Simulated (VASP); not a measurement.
Consider the following.

```
NiSb
1.0
    1.97836    -3.42662     0.00000
    1.97836     3.42662     0.00000
    0.00000     0.00000     5.16488
Ni Sb
2 2
Direct
  0.00000   0.00000   0.50000
  0.00000   0.00000   0.00000
  0.33333   0.66667   0.25000
  0.66667   0.33333   0.75000
```

The numbers are results of PBE GGA, VASP's PBE PAW potentials (set 64) (plane waves; VASP 6.6.1), not measurements. Numerical set-up: 300 eV cut-off, 8×8×5 Γ-centred mesh, Gaussian smearing of 0.20 eV, potentials Ni Sb.

Unless said otherwise, spin-orbit coupling is left out, though it shifts the bands of the heavy elements here.

Question: Estimate the energy per atom (σ→0), band gap (on the k-mesh) with the smallest direct gap where there is one.

Answer: 
| Property | Value |
|---|---|
| band gap (on the k-mesh) | none (metal, semimetal or under 0.01 eV) |
| energy per atom (σ→0) | -5.080 eV/atom |

Total energies compare only between runs with the same potentials, cut-off and functional.

The structure is a typed NiSb crystal. The cell was not relaxed at this level. The run is not spin-polarised, so no magnetic state was tried.
